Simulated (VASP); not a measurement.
A convergence study with VASP on KBr (rock salt): one setting is varied, all else stays as given below, so the limit is that of these other settings.

```
CELL_PARAMETERS angstrom
      0.00000     3.30000     3.30000
      3.30000     0.00000     3.30000
      3.30000     3.30000     0.00000
ATOMIC_POSITIONS crystal
  K  0.00000 0.00000 0.00000
  Br 0.50000 0.50000 0.50000
```

The numbers are results of PBE GGA, VASP's PBE PAW potentials (set 64) (plane waves; VASP 6.6.1), not measurements. The tightest run used: 550 eV cut-off, 12×12×12 Monkhorst-Pack mesh, Gaussian smearing of 0.050 eV, potentials K_sv Br.

```json
[
 {"setting": "1×1×1 mesh", "E (eV/atom)": "-1.4971", "pressure (GPa)": "12.98", "irreducible k-points": "1"},
 {"setting": "2×2×2 mesh", "E (eV/atom)": "-3.1116", "pressure (GPa)": "0.69", "irreducible k-points": "2"},
 {"setting": "3×3×3 mesh", "E (eV/atom)": "-3.1048", "pressure (GPa)": "0.79", "irreducible k-points": "4"}
]
```

Question: These are the cheaper rows. Estimate the results at 12×12×12 mesh, and how far the last row shown lies from them.

Answer: 
```csv
quantity,tightest run,last row shown is off by
E (eV/atom),-3.1076,0.0027
pressure (GPa),0.76,0.04
```

Left out are rungs that failed or repeat a setting and relaxations that didn't move; long series are thinned to 24 rows.

The compound is KBr in the rock salt structure. The cell was not relaxed at this level.
